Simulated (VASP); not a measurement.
# Ta4NiO11 (Cmmm) in VASP: a series of runs

The runs below take Ta4NiO11 through electrostatic potential, atomic charges, with PBE, PBE+TS.

Everything below comes from runs of VASP 6.6.1. Logs are shortened: lines on timing, memory, paths and dates and some standing lists are left out, and cuts for length are marked.

## (1) The crystal as given

It takes space group Cmmm (No. 65, orthorhombic). The conventional cell has a = 3.910 Å, b = 29.659 Å, c = 3.886 Å, α = 90.00°, β = 90.00°, γ = 90.00°. Ta (site symmetry m2m) has 5 O at 1.91 to 2.02 Å as nearest neighbours. Ta (site symmetry m2m) has 5 O at 1.91 to 1.99 Å as nearest neighbours. Ni (site symmetry mmm) is surrounded by 4 O at 1.88 to 1.95 Å. O (site symmetry m2m) is surrounded by 2 Ta at 1.91 Å. O (site symmetry m2m) has 3 Ta at 2.02 to 2.21 Å as nearest neighbours. O (site symmetry m2m) has 1 Ni at 1.88 Å and 2 Ta at 1.99 Å as nearest neighbours. Around O (site symmetry mmm) lie 2 Ni at 1.95 Å and 2 Ta at 2.24 Å. O (site symmetry m2m) is surrounded by 2 Ta at 1.95 Å.

The cell was built by a generator and needn't be a form met in nature.

## (2) Electrostatic potential, PBE, collinear spin, ferromagnetic start

Contents of INCAR:

```
SYSTEM = Ta4NiO11
PREC     = Accurate       ! precision mode
ENCUT    = 520            ! plane-wave cutoff, eV
EDIFF    = 1E-6           ! SCF threshold, eV
ISMEAR   = -1             ! smearing method
SIGMA    = 0.05           ! smearing width, eV
LREAL    = .False.        ! projectors in reciprocal space
LASPH    = .True.         ! aspherical terms in the spheres
NELM     = 150            ! most SCF steps
ALGO     = Normal         ! electronic algorithm
ISIF     = 2              ! what is computed and relaxed
LWAVE    = .False.        ! write WAVECAR
LCHARG   = .True.         ! write CHGCAR
ISPIN    = 2              ! spin polarisation
MAGMOM   = 0 0 0 0 1 0 0 0 0 0 0 0 0 0 0 0 ! initial moments
LORBIT   = 11             ! projections on sites
LMAXMIX  = 4              ! l up to which the mixer works
GGA      = PE             ! functional
LVHAR    = .True.       
KPAR     = 4
```

Contents of KPOINTS:

```
Automatic mesh
0
Gamma
  7 7 7
  0 0 0
```

Contents of POSCAR:

```
Ta4NiO11
1.0
    1.9549500000    -14.8297300000      0.0000000000
    1.9549500000     14.8297300000      0.0000000000
    0.0000000000      0.0000000000      3.8859000000
Ta Ni O
4 1 11
Direct
    0.2043700000      0.7956300000      0.0000000000
    0.9245100000      0.0754900000      0.0000000000
    0.0754900000      0.9245100000      0.0000000000
    0.7956300000      0.2043700000      0.0000000000
    0.5000000000      0.5000000000      0.0000000000
    0.1398700000      0.8601300000      0.0000000000
    0.7210700000      0.2789300000      0.0000000000
    0.4364500000      0.5635500000      0.0000000000
    0.5635500000      0.4364500000      0.0000000000
    0.0000000000      0.0000000000      0.0000000000
    0.8601300000      0.1398700000      0.0000000000
    0.2789300000      0.7210700000      0.0000000000
    0.9279000000      0.0721000000      0.5000000000
    0.0721000000      0.9279000000      0.5000000000
    0.7943600000      0.2056400000      0.5000000000
    0.2056400000      0.7943600000      0.5000000000
```

Potentials or basis: VASP PAW PBE potentials, release 64 (Ta_pv, Ni, O).

Run with:

```bash
$ cat potpaw_PBE.64/Ta_pv/POTCAR potpaw_PBE.64/Ni/POTCAR potpaw_PBE.64/O/POTCAR > POTCAR
$ mpirun -np 4 vasp_std > vasp.out
```

OUTCAR:

```text
SYSTEM = Ta4NiO11
   PREC = Accurate
   ENCUT = 520
   EDIFF = 1E-6
   ISMEAR = -1
   LREAL = .False.
   LASPH = .True.
   NELM = 150
   ISIF = 2
   ISPIN = 2
   LORBIT = 11
   GGA = PE

 ion  position               nearest neighbor table
   1  0.204  0.796  0.000-   6 1.91  16 1.94  16 1.94   7 2.02   7 2.02  12 2.21   4 3.34   4 3.34

   2  0.925  0.075  0.000-  11 1.91  13 1.95  13 1.95   8 1.99   8 1.99  10 2.24   5 2.97   5 2.97

   3  0.075  0.925  0.000-   6 1.91  14 1.95  14 1.95   9 1.99   9 1.99  10 2.24   5 2.97   5 2.97
[... 5 lines left out ...]
   6  0.140  0.860  0.000-   3 1.91   1 1.91
   7  0.721  0.279  0.000-   1 2.02   1 2.02   4 2.21
   8  0.436  0.564  0.000-   5 1.88   2 1.99   2 1.99
   9  0.564  0.436  0.000-   5 1.88   3 1.99   3 1.99
  10  0.000  0.000  0.000-   5 1.95   5 1.95   2 2.24   3 2.24
  11  0.860  0.140  0.000-   2 1.91   4 1.91
  12  0.279  0.721  0.000-   4 2.02   4 2.02   1 2.21
  13  0.928  0.072  0.500-   2 1.95   2 1.95
  14  0.072  0.928  0.500-   3 1.95   3 1.95
  15  0.794  0.206  0.500-   4 1.94   4 1.94
  16  0.206  0.794  0.500-   1 1.94   1 1.94

  LATTYP: Found a base centered orthorhombic cell.
 ALAT       =     3.9099000000
 B/A-ratio  =     7.5857336505
 C/A-ratio  =     0.9938617356

  Lattice vectors:

 A1 = (   1.9549500000, -14.8297300000,   0.0000000000)
 A2 = (   1.9549500000,  14.8297300000,   0.0000000000)
 A3 = (   0.0000000000,   0.0000000000,   3.8859000000)

Analysis of symmetry for initial positions (statically):
=====================================================================
 Subroutine PRICEL returns:
 Original cell was already a primitive cell.

 Routine SETGRP: Setting up the symmetry group for a
 base centered orthorhombic supercell.

 Subroutine GETGRP returns: Found  8 space group operations
 (whereof  8 operations were pure point group operations)
 out of a pool of  8 trial point group operations.

The static configuration has the point symmetry D_2h.

Analysis of symmetry for dynamics (positions and initial velocities):
=====================================================================
 Subroutine PRICEL returns:
 Original cell was already a primitive cell.

 Routine SETGRP: Setting up the symmetry group for a
 base centered orthorhombic supercell.

 Subroutine GETGRP returns: Found  8 space group operations
 (whereof  8 operations were pure point group operations)
 out of a pool of  8 trial point group operations.

The dynamic configuration has the point symmetry D_2h.

Analysis of structural, dynamic, and magnetic symmetry:
[... 185 lines left out ...]
  free energy    TOTEN  =      -147.91287956 eV

  energy without entropy =     -147.89969548  energy(sigma->0) =     -147.90628752

 E-fermi :   2.0197     XC(G=0):  -9.7890

 val. band max:        2.0185460761   @ k =   0.1429   0.1429   0.2857
 cond. band min:       2.3089214607   @ k =   0.2857   0.1429   0.0000
 fundamental gap:      0.2903753846
 Fermi energy:         2.0197359824

 spin component 1

 k-point     1 :       0.0000    0.0000    0.0000
  band No.  band energies     occupation
      1     -33.7503      1.00000
      2     -33.6192      1.00000
      3     -33.6094      1.00000
      4     -33.5669      1.00000
      5     -33.5493      1.00000
      6     -33.5374      1.00000
[... 1789 lines left out ...]
     71       5.6598      0.00000
     72       5.6953      0.00000

 [... further k-points ...]

 spin component 2

 k-point     1 :       0.0000    0.0000    0.0000
  band No.  band energies     occupation
      1     -33.7502      1.00000
      2     -33.6187      1.00000
      3     -33.6094      1.00000
      4     -33.5657      1.00000
      5     -33.5492      1.00000
      6     -33.5364      1.00000
[... 1789 lines left out ...]
     71       5.6563      0.00000
     72       5.6907      0.00000

 [... further k-points ...]

 [bands above 72 left out]

------------------------ aborting loop because EDIFF is reached ----------------------------------------

  FORCE on cell =-STRESS in cart. coord.  units (eV):
  Direction    XX          YY          ZZ          XY          YZ          ZX
  --------------------------------------------------------------------------------------
  -------------------------------------------------------------------------------------
  Total        0.9313952      1.1950083      1.2192928      0.0000000      0.0000000      0.0000000
  in kB        6.6229892      8.4974963      8.6701789      0.0000000      0.0000000      0.0000000
  external PRESSURE =       7.9302215 kB  Pullay stress =       0.0000000 kB

 VOLUME and BASIS-vectors are now :
 -----------------------------------------------------------------------------
  energy-cutoff  :      520.00
  volume of cell :      225.32
      direct lattice vectors                 reciprocal lattice vectors
     1.954950000-14.829730000  0.000000000     0.255761017 -0.033716056  0.000000000
     1.954950000 14.829730000  0.000000000     0.255761017  0.033716056  0.000000000
     0.000000000  0.000000000  3.885900000     0.000000000  0.000000000  0.257340642

 POSITION                                       TOTAL-FORCE (eV/Angst)
 -----------------------------------------------------------------------------------
      1.95495      8.76823      0.00000         0.000000     -0.041151      0.000000
      1.95495    -12.59074      0.00000         0.000000     -0.045637     -0.000000
      1.95495     12.59074      0.00000         0.000000      0.045637      0.000000
      1.95495     -8.76823      0.00000         0.000000      0.041151     -0.000000
      1.95495      0.00000      0.00000         0.000000     -0.000000     -0.000000
      1.95495     10.68126      0.00000         0.000000     -0.009946     -0.000000
[... 8 lines left out ...]
      1.95495     -8.73056      1.94295         0.000000      0.001428     -0.000000
      1.95495      8.73056      1.94295         0.000000     -0.001428     -0.000000
 -----------------------------------------------------------------------------------
    total drift:                               -0.000000      0.000000      0.000000

  FREE ENERGIE OF THE ION-ELECTRON SYSTEM (eV)
  ---------------------------------------------------
  free  energy   TOTEN  =      -147.9128795607 eV

  energy  without entropy=     -147.8996954808  energy(sigma->0) =     -147.90628752

 total charge

# of ion       s       p       d       tot
------------------------------------------
    1        0.344   6.338   2.062   8.743
    2        0.350   6.348   2.076   8.774
    3        0.350   6.348   2.076   8.774
    4        0.344   6.338   2.062   8.743
    5        0.393   0.473   8.338   9.204
    6        1.569   3.528   0.000   5.097
[... 8 lines left out ...]
   15        1.571   3.513   0.000   5.084
   16        1.571   3.513   0.000   5.084
--------------------------------------------------
tot         19.002  64.552  16.613 100.167

 magnetization (x)

# of ion       s       p       d       tot
------------------------------------------
    1        0.000   0.000   0.000   0.000
    2        0.000   0.000   0.003   0.003
    3        0.000   0.000   0.003   0.003
    4        0.000   0.000   0.000   0.000
    5       -0.014  -0.004  -0.697  -0.714
    6        0.000   0.000   0.000   0.000
[... 8 lines left out ...]
   15       -0.000  -0.000   0.000  -0.000
   16       -0.000  -0.000   0.000  -0.000
--------------------------------------------------
tot         -0.026  -0.105  -0.692  -0.823
```

OSZICAR:

```text
N       E                     dE             d eps       ncg     rms          rms(c)
DAV:   1     0.130251191185E+04    0.13025E+04   -0.63270E+04 18696   0.167E+03
DAV:   2    -0.208442022839E+02   -0.13234E+04   -0.12610E+04 20647   0.474E+02
[... 24 lines left out ...]
DAV:  27    -0.147913025848E+03    0.15433E-03   -0.24729E-04 27903   0.158E-01    0.601E-02
DAV:  28    -0.147912930329E+03    0.95519E-04   -0.10854E-04 30650   0.142E-01    0.627E-02
DAV:  29    -0.147912876554E+03    0.53775E-04   -0.98324E-05 31234   0.120E-01    0.358E-02
DAV:  30    -0.147912886451E+03   -0.98970E-05   -0.15167E-04 24928   0.684E-02    0.202E-02
DAV:  31    -0.147912880349E+03    0.61023E-05   -0.15102E-05 25753   0.340E-02    0.138E-02
DAV:  32    -0.147912879561E+03    0.78808E-06   -0.21435E-06 16315   0.122E-02
   1 F= -.14791288E+03 E0= -.14790629E+03  d E =-.131841E-01  mag=    -0.8536
```

It took 33 min on 4 MPI ranks of Intel Xeon 6975P-C (Granite Rapids), shared host; peak memory 2 GiB.

What came out:

| Quantity | Value |
| --- | --- |
| Free energy | -147.9129 eV |
| Pressure | 0.8 GPa |
| Largest force | 0.080 eV/Å |
| Band gap on the k mesh | none (metal or under the smearing width) |
| Net moment | -0.85 μB per cell |
| Site moments | Ta +0.00; Ni -0.71; O +0.00, -0.01, -0.09, -0.00 μB |
| Valence electrons inside the program's atomic spheres | Ta 8.74, 8.77; Ni 9.20; O 5.10, 5.11, 5.00, 5.08 |

Forces in eV/Å, atoms in the order of the input:
```
Ta   0.000 -0.041  0.000
Ta   0.000 -0.046  0.000
Ta   0.000  0.046  0.000
Ta   0.000  0.041  0.000
Ni   0.000  0.000  0.000
O    0.000 -0.010  0.000
O    0.000  0.000  0.000
O    0.000  0.080  0.000
O    0.000 -0.080  0.000
O    0.000  0.000  0.000
O    0.000  0.010  0.000
O    0.000  0.000  0.000
O    0.000 -0.011  0.000
O    0.000  0.011  0.000
O    0.000  0.001  0.000
O    0.000 -0.001  0.000
```

Stress tensor (GPa, compression positive):
```
0.66 0.00 0.00
0.00 0.85 0.00
0.00 0.00 0.87
```

Levels at points of the mesh, in eV from the Fermi level:
Spin up:
```tsv
k point	band 56	band 57	band 58	band 59	band 60	band 61	band 62	band 63	band 64	band 65
(0.00, 0.00, 0.00)	-1.68	-1.02	-0.88	-0.74	-0.23	0.36	1.09	1.36	1.41	1.54
```
Spin down:
| k point | band 57 | band 58 | band 59 | band 60 | band 61 | band 62 | band 63 | band 64 |
| --- | --- | --- | --- | --- | --- | --- | --- | --- |
| (0.00, 0.00, 0.00) | -1.68 | -1.29 | -1.24 | -0.76 | -0.58 | 1.09 | 1.37 | 1.39 |

Caveat: a cell with one magnetic atom can't hold antiferromagnetic order, which such compounds often take; semilocal functionals often make such compounds metallic where correlation or magnetic order opens a gap, which also shifts bond lengths. With open d or f shells a metallic result of PBE can be an artefact of self-interaction; +U or a hybrid may open a gap.

(Part 1 of 2 ends here.)
